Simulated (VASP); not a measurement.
# Black phosphorene and its bilayer, part 3 of 5

What are the lattice, gap and band positions of black phosphorene, and what does a second sheet change?

VASP 6.6.1; optB86b-vdW; plane waves and PAW (P).

So far, gap on the k-mesh (eV): step 2 (relaxing the monolayer) 0.772.

**5. The slab in a field, field -0.1**

A field across the slab, with the atoms held, gives the electronic response: the dipole changes linearly with the field, and the energy has a linear term from the slab's own dipole and a quadratic one from its polarisability.

INCAR

```
SYSTEM = P
PREC = Normal
ENCUT = 350
EDIFF = 1E-06
NELM = 120
ISMEAR = 0
SIGMA = 0.03
LREAL = .FALSE.
ALGO = Fast
GGA = MK
AGGAC = 0
LUSE_VDW = .TRUE.
PARAM1 = 0.1234
PARAM2 = 1
LASPH = .TRUE.
NBANDS = 16
LORBIT = 11
LWAVE = .FALSE.
LCHARG = .FALSE.
KPAR = 4
IDIPOL = 3
LDIPOL = .TRUE.
DIPOL = 0.5 0.5 0.5
EFIELD = -0.1
```

POSCAR

```
P
1.0
    4.5076573502      0.0000000000      0.0000000000
    0.0000000000      3.3055854074      0.0000000000
    0.0000000000      0.0000000000     22.0000000000
P
4
Direct
    0.0844215259      0.0000000000      0.4516514381
    0.4155784741      0.5000000000      0.4516514381
    0.5844215259      0.5000000000      0.5483485619
    0.9155784741      0.0000000000      0.5483485619
```

KPOINTS

```
Automatic mesh
0
Gamma
7 9 1
0 0 0
```

PAW data sets: P (PBE family, release 64).

Run with:

```sh
> mpirun -np 4 vasp_std
```

Output:

```text
[... set-up lines as in an earlier step ...]
 entering main loop
       N       E                     dE             d eps       ncg     rms          rms(c)
DAV:   1     0.116936322587E+03    0.11694E+03   -0.51958E+03   640   0.637E+02
DAV:   2    -0.304198223310E+01   -0.11998E+03   -0.11315E+03   968   0.144E+02
DAV:   3    -0.158725898571E+02   -0.12831E+02   -0.12771E+02   880   0.563E+01
DAV:   4    -0.161360866564E+02   -0.26350E+00   -0.26284E+00   920   0.100E+01
DAV:   5    -0.161450068263E+02   -0.89202E-02   -0.89190E-02  1000   0.165E+00    0.953E+00
RMM:   6    -0.160271782223E+02    0.11783E+00   -0.96955E-02   692   0.144E+00    0.575E+00
RMM:   7    -0.159828988268E+02    0.44279E-01   -0.19557E-01   718   0.214E+00    0.283E-01
RMM:   8    -0.159826727215E+02    0.22611E-03   -0.16372E-02   803   0.797E-01    0.197E-01
RMM:   9    -0.159810065122E+02    0.16662E-02   -0.40132E-03   798   0.386E-01    0.621E-02
RMM:  10    -0.159807191458E+02    0.28737E-03   -0.10820E-03   921   0.179E-01    0.629E-02
RMM:  11    -0.159802614642E+02    0.45768E-03   -0.18739E-04   869   0.685E-02    0.345E-02
RMM:  12    -0.159796290500E+02    0.63241E-03   -0.30788E-04   851   0.829E-02    0.280E-02
RMM:  13    -0.159794843496E+02    0.14470E-03   -0.12423E-04   784   0.689E-02    0.253E-02
RMM:  14    -0.159795207057E+02   -0.36356E-04   -0.14585E-04   819   0.620E-02    0.881E-03
RMM:  15    -0.159795897525E+02   -0.69047E-04   -0.27350E-05   746   0.259E-02    0.563E-03
RMM:  16    -0.159796111386E+02   -0.21386E-04   -0.49946E-06   629   0.103E-02    0.568E-03
RMM:  17    -0.159796344035E+02   -0.23265E-04   -0.26595E-06   645   0.761E-03    0.174E-03
RMM:  18    -0.159796519887E+02   -0.17585E-04   -0.20871E-06   647   0.619E-03    0.104E-03
RMM:  19    -0.159796524968E+02   -0.50808E-06   -0.25271E-07   429   0.236E-03
   1 F= -.15979652E+02 E0= -.15979652E+02  d E =-.297244E-16
```

It took 50 s on 4 MPI ranks of AMD EPYC 9R45, shared host; peak memory 1.7 GiB.

From OUTCAR (step 5):

```text
   NELECT =      20.0000    total number of electrons

 dipolmoment           0.000000      0.000000     -0.037992 electrons x Angstroem

 E-fermi :  -2.3560

 k-point     1 :       0.0000    0.0000    0.0000
  band No.  band energies     occupation
    ...
      6      -7.0774      2.00000
      7      -5.8836      2.00000
      8      -4.3178      2.00000
      9      -4.2544      2.00000
     10      -2.5199      2.00000
     11      -1.7485      0.00000
     12      -0.8348      0.00000
     13       0.2383      0.00000
     14       0.8890      0.00000
     15       1.2786      0.00000
    ...

Total vdW correction in eV:      3.1575583

  Total       -0.0244704     -0.0133468     -0.0620995      0.0000000      0.0000000      0.0000000
  in kB       -0.1195997     -0.0652327     -0.3035125      0.0000000      0.0000000      0.0000000
  external PRESSURE =      -0.1627816 kB  Pullay stress =       0.0000000 kB

 POSITION                                       TOTAL-FORCE (eV/Angst)
 -----------------------------------------------------------------------------------
      0.38054      0.00000      9.93633        -0.002735      0.000000      0.005945
      1.87329      1.65279      9.93633         0.002735      0.000000      0.005945
      2.63437      1.65279     12.06367        -0.005936      0.000000     -0.005945
      4.12711      0.00000     12.06367         0.005936      0.000000     -0.005945
 -----------------------------------------------------------------------------------
    total drift:                               -0.000000     -0.000000     -0.000056

  FREE ENERGIE OF THE ION-ELECTRON SYSTEM (eV)
  ---------------------------------------------------
  free  energy   TOTEN  =       -15.9796524968 eV

  energy  without entropy=      -15.9796524968  energy(sigma->0) =      -15.97965250

Total vdW correction in eV:      3.1575578

 vacuum level on the upper side and lower side of the slab         3.009         1.344

[... 9 parts as in an earlier step ...]

[... 8 further parts left out ...]
```

This step gave:

| Quantity | Value |
| --- | --- |
| electronic steps | 19 |
| Fermi energy | -2.356 eV |
| dipole moment | 0, 0, -0.03799 e·Å |
| gap on the k-mesh | 0.7714 eV |
| least direct gap on the k-mesh | 0.7714 eV |

VASP counts the dipole in electrons times Å, so a positive number points the physical dipole along −c. A positive EFIELD is likewise a physical field along −c.

Energy at zero smearing: -15.97965 eV.

**6. The slab in a field, field 0.1**

INCAR: that of step 5 with these lines changed.

```diff
@@ -23,2 +23,2 @@
 DIPOL = 0.5 0.5 0.5
-EFIELD = -0.1
+EFIELD = 0.1
```

POSCAR is that of step 5.

KPOINTS is that of step 5.

Run with:

```sh
> mpirun -np 4 vasp_std
```

Output:

```text
[... set-up lines as in an earlier step ...]
 entering main loop
       N       E                     dE             d eps       ncg     rms          rms(c)
DAV:   1     0.116851969674E+03    0.11685E+03   -0.51974E+03   640   0.637E+02
DAV:   2    -0.278377586097E+01   -0.11964E+03   -0.11275E+03   944   0.144E+02
DAV:   3    -0.158721391017E+02   -0.13088E+02   -0.13027E+02   896   0.566E+01
DAV:   4    -0.161373425165E+02   -0.26520E+00   -0.26475E+00   904   0.101E+01
[...]
RMM:  17    -0.159796336292E+02   -0.20861E-04   -0.24302E-06   640   0.740E-03    0.233E-03
RMM:  18    -0.159796519552E+02   -0.18326E-04   -0.20169E-06   647   0.614E-03    0.910E-04
RMM:  19    -0.159796525765E+02   -0.62130E-06   -0.24719E-07   435   0.238E-03
   1 F= -.15979653E+02 E0= -.15979653E+02  d E =-.267735E-16
```

It took 50 s on 4 MPI ranks; peak memory 1.7 GiB; 3.2 min of CPU time.

From OUTCAR (step 6):

```text
  Total       -0.0246024     -0.0133545     -0.0623430      0.0000000      0.0000000      0.0000000
  in kB       -0.1202446     -0.0652703     -0.3047027      0.0000000      0.0000000      0.0000000
  external PRESSURE =      -0.1634059 kB  Pullay stress =       0.0000000 kB

 POSITION                                       TOTAL-FORCE (eV/Angst)
 -----------------------------------------------------------------------------------
      0.38054      0.00000      9.93633        -0.005925      0.000000      0.005904
      1.87329      1.65279      9.93633         0.005925      0.000000      0.005904
      2.63437      1.65279     12.06367        -0.002745      0.000000     -0.005904
      4.12711      0.00000     12.06367         0.002745      0.000000     -0.005904
 -----------------------------------------------------------------------------------
    total drift:                               -0.000000     -0.000000     -0.000013

  FREE ENERGIE OF THE ION-ELECTRON SYSTEM (eV)
  ---------------------------------------------------
  free  energy   TOTEN  =       -15.9796525765 eV

  energy  without entropy=      -15.9796525765  energy(sigma->0) =      -15.97965258

[... 2 parts as in an earlier step ...]

[... 1 further part left out ...]
[key lines of the parts left out:]
E-fermi :  -2.3557
```

Numbers from this step:

```yaml
dipole_moment: 0, 0, 0.03799 e·Å
gap_on_the_k_mesh: 0.7713 eV
least_direct_gap_on_the_k_mesh: 0.7713 eV
```

Energy at zero smearing: -15.97965 eV.

**7. A rigid stacking, stacking same orientation, shift 0.00 0.00**

System of this step: bilayer of black phosphorene. The cell holds 8 atoms: 8 P. Its edges and angles: a = 4.508 Å, b = 3.306 Å, c = 24.355 Å, α = 90.0°, β = 90.0°, γ = 90.0°. upper sheet same orientation, shifted by (0.00, 0.00). Vacuum lies along c.

Two rigid sheets are set at a typed distance in several high-symmetry stackings, to find where to start. The upper sheet is shifted or turned in the plane and never flipped over.

INCAR: that of step 6 with these lines changed.

```diff
@@ -3,3 +3,3 @@
 ENCUT = 350
-EDIFF = 1E-06
+EDIFF = 1E-05
 NELM = 120
@@ -15,3 +15,3 @@
 LASPH = .TRUE.
-NBANDS = 16
+NBANDS = 28
 LORBIT = 11
@@ -23,2 +23 @@
 DIPOL = 0.5 0.5 0.5
-EFIELD = 0.1
```

POSCAR

```
P
1.0
    4.5076573502      0.0000000000      0.0000000000
    0.0000000000      3.3055854074      0.0000000000
    0.0000000000      0.0000000000     24.3546734472
P
8
Direct
    0.0844215300      0.0000000000      0.3490089900
    0.4155784700      0.5000000000      0.3490089900
    0.5844215300      0.5000000000      0.4363571800
    0.9155784700      0.0000000000      0.4363571800
    0.0844215300      0.0000000000      0.5636428200
    0.4155784700      0.5000000000      0.5636428200
    0.5844215300      0.5000000000      0.6509910100
    0.9155784700      0.0000000000      0.6509910100
```

KPOINTS is that of step 6.

Run with:

```sh
> mpirun -np 4 vasp_std
```

Output:

```text
[banner, memory and clock lines left out]
running    4 mpi-ranks, on    1 nodes
 distrk:  each k-point on    1 cores,    4 groups
 distr:  one band on    1 cores,    1 groups

 POSCAR found type information on POSCAR P
 POSCAR found :  1 types and       8 ions
 [... a notice as in an earlier step ...]

 [... a notice as in an earlier step ...]

 LDA part: xc-table for (Slater+PW92), standard interpolation
 POSCAR, INCAR and KPOINTS ok, starting setup
 FFT: planning ... GRIDC
 FFT: planning ... GRID_SOFT
 FFT: planning ... GRID
 WAVECAR not read
 entering main loop
       N       E                     dE             d eps       ncg     rms          rms(c)
DAV:   1     0.224627538191E+03    0.22463E+03   -0.11778E+04  1120   0.803E+02
DAV:   2    -0.846484478764E+01   -0.23309E+03   -0.22719E+03  1624   0.178E+02
DAV:   3    -0.317811160489E+02   -0.23316E+02   -0.23098E+02  1312   0.619E+01
DAV:   4    -0.325083149366E+02   -0.72720E+00   -0.72334E+00  1760   0.126E+01
DAV:   5    -0.325202190912E+02   -0.11904E-01   -0.11893E-01  1620   0.149E+00    0.136E+01
RMM:   6    -0.323215412967E+02    0.19868E+00   -0.15418E-01  1177   0.155E+00    0.822E+00
RMM:   7    -0.322462903225E+02    0.75251E-01   -0.37459E-01  1231   0.242E+00    0.363E-01
RMM:   8    -0.322449259973E+02    0.13643E-02   -0.32116E-02  1341   0.905E-01    0.129E-01
RMM:   9    -0.322450139712E+02   -0.87974E-04   -0.74507E-03  1496   0.387E-01    0.108E-01
RMM:  10    -0.322445798853E+02    0.43409E-03   -0.13665E-03  1560   0.158E-01    0.470E-02
RMM:  11    -0.322444293478E+02    0.15054E-03   -0.43337E-04  1539   0.744E-02    0.149E-02
RMM:  12    -0.322443656673E+02    0.63680E-04   -0.56273E-05  1177   0.311E-02    0.589E-03
RMM:  13    -0.322443278276E+02    0.37840E-04   -0.21468E-05   986   0.229E-02    0.646E-03
RMM:  14    -0.322443408007E+02   -0.12973E-04   -0.11800E-05   986   0.154E-02    0.320E-03
RMM:  15    -0.322444420549E+02   -0.10125E-03   -0.10351E-04  1175   0.215E-02    0.736E-03
RMM:  16    -0.322444344673E+02    0.75877E-05   -0.19018E-05   981   0.105E-02
   1 F= -.32244434E+02 E0= -.32244434E+02  d E =-.668497E-11
```

Elapsed: 48 s, on 4 MPI ranks; peak memory 1.9 GiB; 3.2 min of CPU time.

Parts of OUTCAR (step 7):

```text
   k-points           NKPTS =     20   k-points in BZ     NKDIM =     20   number of bands    NBANDS=     28

   ENCUT  =  350.0 eV  25.72 Ry    5.07 a.u.   6.88  5.04 37.15*2*pi/ulx,y,z

   NELECT =      40.0000    total number of electrons

 E-fermi :   0.1768

 k-point     1 :       0.0000    0.0000    0.0000
  band No.  band energies     occupation
    ...
     16      -2.3210      2.00000
     17      -2.1826      2.00000
     18      -1.9980      2.00000
     19      -1.1068      2.00000
     20       0.0454      2.00000
     21       0.3032      0.00000
     22       0.7462      0.00000
     23       1.0195      0.00000
     24       1.2998      0.00000
     25       2.1771      0.00000
    ...

Total vdW correction in eV:      5.6359393

  Total       -0.7081984     -0.2893918      3.0135332      0.0000000      0.0000000      0.0000000
  in kB       -3.1266835     -1.2776596     13.3046966      0.0000000      0.0000000      0.0000000
  external PRESSURE =       2.9667845 kB  Pullay stress =       0.0000000 kB

 POSITION                                       TOTAL-FORCE (eV/Angst)
 -----------------------------------------------------------------------------------
      0.38054      0.00000      8.50000         0.052086      0.000000     -0.185480
      1.87329      1.65279      8.50000        -0.052086      0.000000     -0.185480
      2.63437      1.65279     10.62734        -0.198798      0.000000     -0.058968
      4.12711      0.00000     10.62734         0.198798      0.000000     -0.058968
      0.38054      0.00000     13.72734        -0.198798      0.000000      0.058968
      1.87329      1.65279     13.72734         0.198798     -0.000000      0.058968
      2.63437      1.65279     15.85467         0.052086      0.000000      0.185480
      4.12711      0.00000     15.85467        -0.052086      0.000000      0.185480
 -----------------------------------------------------------------------------------
    total drift:                               -0.000000      0.000000     -0.000000

  FREE ENERGIE OF THE ION-ELECTRON SYSTEM (eV)
  ---------------------------------------------------
  free  energy   TOTEN  =       -32.2444344673 eV

  energy  without entropy=      -32.2444344673  energy(sigma->0) =      -32.24443447

Total vdW correction in eV:      5.6359816

 vacuum level on the upper side and lower side of the slab         3.960         3.960

[... 4 parts as in an earlier step ...]

[... 12 further parts left out ...]
```

This step gave:

```yaml
electronic_steps: 16
electrons: 40
free_energy_toten: -32.24 eV
fermi_energy: 0.1768 eV
dipole_moment: 0, 0, 0 e·Å
gap_on_the_k_mesh: 0.2578 eV
least_direct_gap_on_the_k_mesh: 0.2578 eV
```

Force by atom:

```csv
atom,x (eV/Å),y (eV/Å),z (eV/Å),size
P1,0.052,0.000,-0.185,0.193
P2,-0.052,0.000,-0.185,0.193
P3,-0.199,0.000,-0.059,0.207
P4,0.199,0.000,-0.059,0.207
P5,-0.199,0.000,0.059,0.207
P6,0.199,0.000,0.059,0.207
P7,0.052,0.000,0.185,0.193
P8,-0.052,0.000,0.185,0.193
```

Energy at zero smearing: -32.24443 eV.

**8. A rigid stacking, stacking same orientation, shift 0.50 0.00**

INCAR is that of step 7.

POSCAR

```
P
1.0
    4.5076573502      0.0000000000      0.0000000000
    0.0000000000      3.3055854074      0.0000000000
    0.0000000000      0.0000000000     24.3546734472
P
8
Direct
    0.0844215300      0.0000000000      0.3490089900
    0.4155784700      0.5000000000      0.3490089900
    0.5844215300      0.5000000000      0.4363571800
    0.9155784700      0.0000000000      0.4363571800
    0.5844215300      0.0000000000      0.5636428200
    0.9155784700      0.5000000000      0.5636428200
    0.0844215300      0.5000000000      0.6509910100
    0.4155784700      0.0000000000      0.6509910100
```

KPOINTS is that of step 7.

Run with:

```sh
> mpirun -np 4 vasp_std
```

Output:

```text
[... set-up lines as in an earlier step ...]
 entering main loop
       N       E                     dE             d eps       ncg     rms          rms(c)
DAV:   1     0.224375286888E+03    0.22438E+03   -0.11795E+04  1120   0.803E+02
DAV:   2    -0.860180639334E+01   -0.23298E+03   -0.22670E+03  1592   0.178E+02
DAV:   3    -0.318975105769E+02   -0.23296E+02   -0.23088E+02  1324   0.619E+01
DAV:   4    -0.325844719453E+02   -0.68696E+00   -0.68424E+00  1720   0.125E+01
[...]
RMM:  12    -0.323288965675E+02    0.10277E-02   -0.16716E-03  1593   0.116E-01    0.192E-01
RMM:  13    -0.323288400122E+02    0.56555E-04   -0.88393E-05  1196   0.431E-02    0.870E-02
RMM:  14    -0.323288330554E+02    0.69568E-05   -0.22334E-05  1050   0.196E-02
   1 F= -.32328833E+02 E0= -.32328761E+02  d E =-.144695E-03
```

It took 42 s on 4 MPI ranks; peak memory 1.9 GiB; 2.7 min of CPU time.

Parts of OUTCAR (step 8):

```text
  Total       -0.3550174      0.1934938      1.1843124      0.0000000      0.0000000     -0.0000000
  in kB       -1.5673957      0.8542717      5.2287186      0.0000000      0.0000000     -0.0000000
  external PRESSURE =       1.5051982 kB  Pullay stress =       0.0000000 kB

 POSITION                                       TOTAL-FORCE (eV/Angst)
 -----------------------------------------------------------------------------------
      0.38054      0.00000      8.50000         0.012532     -0.000000     -0.062526
      1.87329      1.65279      8.50000        -0.012532     -0.000000     -0.062526
      2.63437      1.65279     10.62734        -0.128900      0.000000     -0.037688
      4.12711      0.00000     10.62734         0.128900      0.000000     -0.037688
      2.63437      0.00000     13.72734        -0.128900     -0.000000      0.037688
      4.12711      1.65279     13.72734         0.128900     -0.000000      0.037688
      0.38054      1.65279     15.85467         0.012532     -0.000000      0.062526
      1.87329      0.00000     15.85467        -0.012532     -0.000000      0.062526
 -----------------------------------------------------------------------------------
    total drift:                               -0.000000      0.000000     -0.000000

  FREE ENERGIE OF THE ION-ELECTRON SYSTEM (eV)
  ---------------------------------------------------
  free  energy   TOTEN  =       -32.3288330554 eV

  energy  without entropy=      -32.3286883602  energy(sigma->0) =      -32.32876071

[... 2 parts as in an earlier step ...]

[... 1 further part left out ...]
[key lines of the parts left out:]
E-fermi :  -0.1876
```

Energy at zero smearing: -32.32876 eV.

**9. A rigid stacking, stacking same orientation, shift 0.00 0.50**

INCAR is that of step 8.

POSCAR

```
P
1.0
    4.5076573502      0.0000000000      0.0000000000
    0.0000000000      3.3055854074      0.0000000000
    0.0000000000      0.0000000000     24.3546734472
P
8
Direct
    0.0844215300      0.0000000000      0.3490089900
    0.4155784700      0.5000000000      0.3490089900
    0.5844215300      0.5000000000      0.4363571800
    0.9155784700      0.0000000000      0.4363571800
    0.0844215300      0.5000000000      0.5636428200
    0.4155784700      0.0000000000      0.5636428200
    0.5844215300      0.0000000000      0.6509910100
    0.9155784700      0.5000000000      0.6509910100
```

KPOINTS is that of step 8.

Run with:

```sh
> mpirun -np 4 vasp_std
```

Output:

```text
[... set-up lines as in an earlier step ...]
 entering main loop
       N       E                     dE             d eps       ncg     rms          rms(c)
DAV:   1     0.223531281218E+03    0.22353E+03   -0.11788E+04  1120   0.803E+02
DAV:   2    -0.850484213182E+01   -0.23204E+03   -0.22579E+03  1568   0.178E+02
DAV:   3    -0.319237893929E+02   -0.23419E+02   -0.23212E+02  1316   0.621E+01
DAV:   4    -0.326701824377E+02   -0.74639E+00   -0.74324E+00  1772   0.127E+01
[...]
RMM:  11    -0.324204118431E+02   -0.32294E-03   -0.29189E-04  1481   0.585E-02    0.218E-01
RMM:  12    -0.324192323526E+02    0.11795E-02   -0.87906E-04  1526   0.945E-02    0.112E-01
RMM:  13    -0.324192264256E+02    0.59270E-05   -0.54561E-05  1194   0.360E-02
   1 F= -.32419226E+02 E0= -.32419226E+02  d E =-.801218E-13
```

Wall time 39 s (4 MPI ranks); peak memory 1.9 GiB; 2.5 min of CPU time.

OUTCAR, selected parts (step 9):

```text
  Total       -0.3347939      0.1410111      0.4742254      0.0000000      0.0000000      0.0000000
  in kB       -1.4781094      0.6225618      2.0936971      0.0000000      0.0000000      0.0000000
  external PRESSURE =       0.4127165 kB  Pullay stress =       0.0000000 kB

 POSITION                                       TOTAL-FORCE (eV/Angst)
 -----------------------------------------------------------------------------------
      0.38054      0.00000      8.50000        -0.005306     -0.000000     -0.054292
      1.87329      1.65279      8.50000         0.005306      0.000000     -0.054292
      2.63437      1.65279     10.62734        -0.106587      0.000000      0.044216
      4.12711      0.00000     10.62734         0.106587      0.000000      0.044216
      0.38054      1.65279     13.72734        -0.106587      0.000000     -0.044216
      1.87329      0.00000     13.72734         0.106587      0.000000     -0.044216
      2.63437      0.00000     15.85467        -0.005306     -0.000000      0.054292
      4.12711      1.65279     15.85467         0.005306     -0.000000      0.054292
 -----------------------------------------------------------------------------------
    total drift:                                0.000000      0.000000      0.000000

  FREE ENERGIE OF THE ION-ELECTRON SYSTEM (eV)
  ---------------------------------------------------
  free  energy   TOTEN  =       -32.4192264256 eV

  energy  without entropy=      -32.4192264256  energy(sigma->0) =      -32.41922643

[... 2 parts as in an earlier step ...]

[... 1 further part left out ...]
[key lines of the parts left out:]
E-fermi :   0.0520
```

Energy at zero smearing: -32.41923 eV.

[end of part 3 of 5]

[Lines on the potential files, build, host, timing and source positions are cut from VASP's logs without a mark.]

[Logs are printed without paths, hosts, clocks, repeated set-up lines and the standing remarks that a program may print on its own settings, such as how far it seeks lower states.]

[Hosts, paths, dates, database ids (printed as entryN), source tags and the programs' standing remarks are cut or masked in the printed files.]

[Runs that stopped without an error message from VASP are left out.]
